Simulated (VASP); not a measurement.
A VASP calculation is set up with these files.

### KPOINTS
```
Automatic mesh
0
Gamma
14 14 14
0 0 0
```

### POSCAR
```
Pd
1
    0.0000000000     1.9450000000     1.9450000000
    1.9450000000     0.0000000000     1.9450000000
    1.9450000000     1.9450000000     0.0000000000
Pd
1
Direct
  0.0000000000   0.0000000000   0.0000000000
```

**INCAR**
```
SYSTEM = Pd
PREC = Accurate
ENCUT = 520
EDIFF = 1E-6
NELM = 100
ALGO = Normal
LREAL = .FALSE.
LASPH = .TRUE.
ISMEAR = 1
SIGMA = 0.1
GGA = BO
PARAM1 = 0.1833333333
PARAM2 = 0.22
LUSE_VDW = .TRUE.
AGGAC = 0.0
LMAXMIX = 4
LWAVE = .FALSE.
LCHARG = .FALSE.
IBRION = 2
ISIF = 3
NSW = 60
EDIFFG = -0.01
```

POTCAR, in this order: Pd (PBE.64 set). Program: vasp_std.

Question: Translate this optB88-vdW calculation to Quantum ESPRESSO's pw.x.

Answer: One equivalent input (not run):
```
&CONTROL
  calculation = 'vc-relax'
  pseudo_dir = './pseudo'
  outdir = './out'
  tprnfor = .true.
  tstress = .true.
  nstep = 60
  forc_conv_thr = 0.00039
/
&SYSTEM
  ibrav = 0
  nat = 1
  ntyp = 1
  ecutwfc = 82
  occupations = 'smearing'
  smearing = 'methfessel-paxton'
  degauss = 0.00735
  input_dft = 'vdw-df-obk8'
/
&ELECTRONS
  conv_thr = 7.3e-08
  electron_maxstep = 100
/
&IONS
/
&CELL
/
ATOMIC_SPECIES
  Pd 106.420 Pd.upf
CELL_PARAMETERS angstrom
     0.0000000    1.9450000    1.9450000
     1.9450000    0.0000000    1.9450000
     1.9450000    1.9450000    0.0000000
ATOMIC_POSITIONS crystal
  Pd   0.0000000  0.0000000  0.0000000
K_POINTS automatic
  14 14 14 0 0 0
```
Limits of the translation: the potentials are each code's own (VASP's PAW set, PseudoDojo norm-conserving files in pw.x), so ENCUT and ecutwfc are chosen apart and not converted; conv_thr bounds pw.x's estimated SCF error, while EDIFF bounds the energy change between steps; forc_conv_thr acts on force components and is met together with etot_conv_thr.

The compound is Pd in the fcc structure. This run relaxes it. Symmetry was kept, so distortions that lower it aren't found.
